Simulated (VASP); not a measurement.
Input of a VASP 6.6.1 run:

The input INCAR:

```
PREC = Accurate
ENCUT = 520
EDIFF = 1E-6
ISMEAR = 0
SIGMA = 0.1
LREAL = False
LASPH = True
NELM = 120
ALGO = Normal
ISIF = 3
LWAVE = False
LCHARG = False
GGA = PE
IBRION = 2
NSW = 90
EDIFFG = -0.01
KPAR = 4
```

Contents of KPOINTS:

```
regular mesh
0
Gamma
  6 6 10
```

POSCAR

```
TaPbO4
1.0
    3.6110000000     -3.7080000000      0.0000000000
    3.6110000000      3.7080000000      0.0000000000
    0.0000000000      0.0000000000      3.2300000000
Ta Pb O
1 1 4
Direct
    0.0000000000      0.0000000000      0.0000000000
    0.5000000000      0.5000000000      0.5000000000
    0.7272223800      0.7272223800      0.0000000000
    0.2727776200      0.2727776200      0.0000000000
    0.8296925600      0.1703074400      0.5000000000
    0.1703074400      0.8296925600      0.5000000000
```

Potentials or basis: VASP PAW PBE potentials, release 64 (Ta_pv, Pb_d, O).

The run is started by

```console
$ cat potpaw_PBE.64/Ta_pv/POTCAR potpaw_PBE.64/Pb_d/POTCAR potpaw_PBE.64/O/POTCAR > POTCAR
$ mpirun -np 4 vasp_std > vasp.out
```

**Question.** Predict the band gap on the k mesh.

**Answer.** None (metal or under the smearing width).

**Question.** What does it give for the space group after relaxing (to 0.05 Å)?

**Answer.** Cmmm (No. 65).

**Question.** Predict the relaxed cell.

**Answer.** a = 5.182 Å, b = 5.182 Å, c = 3.230 Å, α = 90.00°, β = 90.00°, γ = 91.52°.

The path:
```csv
step,energy change (eV),largest force (eV/Å),pressure (GPa),volume (Å³)
1,0.0000,0.0335,0.41,86.50
2,0.0005,0.0762,-0.63,86.96
3,-0.0003,0.0092,0.01,86.67
4,-0.0003,0.0068,0.01,86.70
```

Caveat: an odd number of electrons without spin polarisation forces a metal; a magnetic or distorted state may lie lower. The run has no spin-orbit coupling, so splittings on Pb, Ta are missing.
